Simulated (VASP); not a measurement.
The system is GaN.

```
Ga N
1.0
     0.00000    2.25350    2.25350
     2.25350    0.00000    2.25350
     2.25350    2.25350    0.00000
Ga N
1 1
Direct
  0.00000 0.00000 0.00000
  0.75000 0.75000 0.75000
```

The cell is a database's computed one.

* Program: VASP 6.6.1
* Task: relaxation of cell and atoms
* Functional: PBE
* Potentials or basis: VASP PAW PBE potentials, release 64 (Ga_d, N)
* Cutoff: 520 eV
* k mesh: 2 × 2 × 2
* Occupations: gaussian, width 0.02 eV
* Spin: no spin polarisation

At the start: pressure 8.5 GPa; volume 11.44 Å³/atom.

Task: Where does the relaxation end?

Result: Over 13 steps the energy falls by 13.9 meV/atom and the volume is 11.98 Å³/atom (+4.7 %); space group F-43m (No. 216, to 0.05 Å).

Step by step:
```tsv
step	energy change (eV)	largest force (eV/Å)	pressure (GPa)	volume (Å³)
1	0.0000	0.0000	8.55	22.89
2	-0.0077	0.0000	-6.26	24.97
3	-0.0278	0.0000	-0.03	23.98
4	-0.0278	0.0000	0.17	23.96
5	-0.0278	0.0000	0.08	23.96
6	-0.0278	0.0000	0.07	23.96
7	-0.0278	0.0000	0.10	23.96
8	-0.0278	0.0000	0.10	23.96
9	-0.0278	0.0000	0.10	23.96
10	-0.0278	0.0000	0.10	23.96
11	-0.0278	0.0000	0.05	23.96
12	-0.0278	0.0000	0.05	23.96
13	-0.0278	0.0000	0.02	23.97
```

Final structure:
```cif
data_structure
_symmetry_space_group_name_H-M 'P 1'
_symmetry_Int_Tables_number 1
_cell_length_a 3.2363
_cell_length_b 3.2363
_cell_length_c 3.2363
_cell_angle_alpha 60.000
_cell_angle_beta 60.000
_cell_angle_gamma 60.000
_cell_volume 23.97
loop_
_atom_site_label
_atom_site_type_symbol
_atom_site_fract_x
_atom_site_fract_y
_atom_site_fract_z
_atom_site_occupancy
Ga1 Ga 0.00000 0.00000 0.00000 1
N1 N 0.75000 0.75000 0.75000 1
```

Caveat: the k mesh is coarse (spacing up to 1.21 Å⁻¹), so the values aren't converged.
